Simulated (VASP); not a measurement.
The system is Cl2Cd, in a box.

```xyz
3
Lattice="13.0000 0.0000 0.0000 0.0000 12.0000 0.0000 0.0000 0.0000 11.0000" Properties=species:S:1:pos:R:3 pbc="T T T"
Cl    8.0445    7.3718    6.5119
Cl    4.9815    4.6703    4.5561
Cd    6.5128    6.0214    5.5339
```

Base run:

```yaml
Program: VASP 6.6.1
Functional: revPBE
Potentials_or_basis: VASP PAW PBE potentials, release 64 (Cl, Cd)
Cutoff: 520 eV
k_mesh: 1 × 1 × 1
Occupations: gaussian, width 0.01 eV
Spin: no spin polarisation
```

Its results: gap between the frontier levels 4.54 eV; largest force 0.438 eV/Å.

Task: The run is repeated on the same cell with these changes: functional from revPBE to vdW-DF2; further incar settings from ALGO = Normal; EDIFF = 1e-06; NBANDS = 20 to ALGO = Fast; EDIFF = 1e-06; NBANDS = 20. What comes out?

Result: Gap between the frontier levels 4.25 eV; largest force 0.845 eV/Å.

Caveats: the PAW data sets were made with another functional, which shifts forces and pressure a little.

A k mesh can miss the band edges.

Not every run made on this cell is shown here.
